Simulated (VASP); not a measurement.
Write the native input for VASP 6.6.1 that does the following.

| Property | Result |
| --- | --- |
| Task | single point |
| Functional | PBE |
| Potentials or basis | VASP PAW PBE potentials, release 64 (Rb_sv, Pb_d, H) |
| Cutoff | 520 eV |
| k mesh | 4 × 4 × 4 |
| Occupations | gaussian, width 0.05 eV |
| Spin | no spin polarisation |
| Dipole correction | no |
| Further INCAR settings | ALGO = Normal; EDIFF = 1e-06; NBANDS = 21 |

The structure of RbH3Pb lies in POSCAR:

```
RbH3Pb
1.0
    4.6788255042      0.0000000000      0.0000000000
    0.0000000000      4.6788255042      0.0000000000
    0.0000000000      0.0000000000      4.6788255042
Rb Pb H
1 1 3
Direct
    0.0000000000      0.0000000000      0.0000000000
    0.5000000000      0.5000000000      0.5000000000
    0.5000000000      0.5000000000      0.0000000000
    0.5000000000      0.0000000000      0.5000000000
    0.0000000000      0.5000000000      0.5000000000
```

The cell comes from a database or a generator and needn't be the stable form of this composition.

The input as run:

INCAR

```
  PREC = Accurate
  ENCUT = 520
  EDIFF = 1E-6
  ISMEAR = 0
  SIGMA = 0.05
  LREAL = F
  LASPH = T
  NELM = 100
  ALGO = Normal
  ISIF = 2
  LWAVE = F
  LCHARG = F
  GGA = PE
  NBANDS = 21
```

KPOINTS

```
regular mesh
0
Gamma
  4 4 4
```

Potentials or basis: VASP PAW PBE potentials, release 64 (Rb_sv, Pb_d, H).

The run is started by

```sh
$ cat potpaw_PBE.64/Rb_sv/POTCAR potpaw_PBE.64/Pb_d/POTCAR potpaw_PBE.64/H/POTCAR > POTCAR
$ mpirun -np 1 vasp_std > vasp.out
```

It gave:

* Pressure: 0.1 GPa
* Band gap on the k mesh: 0.48 eV, direct

Caveat: spin-orbit coupling is left out, which as a rule narrows the gap of such compounds by several tenths of an eV.

Run time: 11 s on 1 thread of Intel(R) Xeon(R) 6975P-C (Granite Rapids), on a shared host, peak memory 0.21 GiB.
